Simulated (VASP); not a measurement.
Here is a VASP 6.6.1 calculation.

File INCAR:

```
SYSTEM = Ta
PREC = Accurate
ENCUT = 520
EDIFF = 1E-7
ISMEAR = 0
SIGMA = 0.1
LREAL = .FALSE.
LASPH = .TRUE.
NELM = 80
ALGO = Normal
ISIF = 3
LWAVE = .FALSE.
LCHARG = .FALSE.
GGA = PE
IBRION = 2
NSW = 80
EDIFFG = -0.002
```

File KPOINTS:

```
Automatic mesh
0
G
  26 26 26
  0 0 0
```

POSCAR

```
Ta
1.0
   -1.6512800000      1.6512800000      1.6512800000
    1.6512800000     -1.6512800000      1.6512800000
    1.6512800000      1.6512800000     -1.6512800000
Ta
1
Direct
    0.0000000000      0.0000000000      0.0000000000
```

Potentials or basis: VASP PAW PBE potentials, release 64 (Ta_pv).

Launch:

```console
$ cat potpaw_PBE.64/Ta_pv/POTCAR > POTCAR
$ mpirun -np 1 vasp_std > vasp.out
```

Q: Predict the relaxed volume.

A: 18.30 Å³/atom.

Q: Estimate the relaxed cell.

A: a = 2.875 Å, b = 2.875 Å, c = 2.875 Å, α = 109.47°, β = 109.47°, γ = 109.47°.

Step by step:
```tsv
step	energy change (eV)	largest force (eV/Å)	pressure (GPa)	volume (Å³)
1	0.0000	0.0000	3.27	18.01
2	0.0120	0.0000	-6.76	18.99
3	-0.0029	0.0000	-0.03	18.30
4	-0.0029	0.0000	0.03	18.30
5	-0.0029	0.0000	0.03	18.30
6	-0.0029	0.0000	0.03	18.30
7	-0.0029	0.0000	0.03	18.30
8	-0.0029	0.0000	0.03	18.30
9	-0.0029	0.0000	0.03	18.30
10	-0.0029	0.0000	0.03	18.30
11	-0.0029	0.0000	0.03	18.30
12	-0.0029	0.0000	0.03	18.30
13	-0.0029	0.0000	0.03	18.30
14	-0.0029	0.0000	0.03	18.30
15	-0.0029	0.0000	0.03	18.30
16	-0.0029	0.0000	0.00	18.30
```

Spin-orbit coupling is left out, which matters for the levels of Ta. PBE usually gives volumes a little too large and moduli too small.
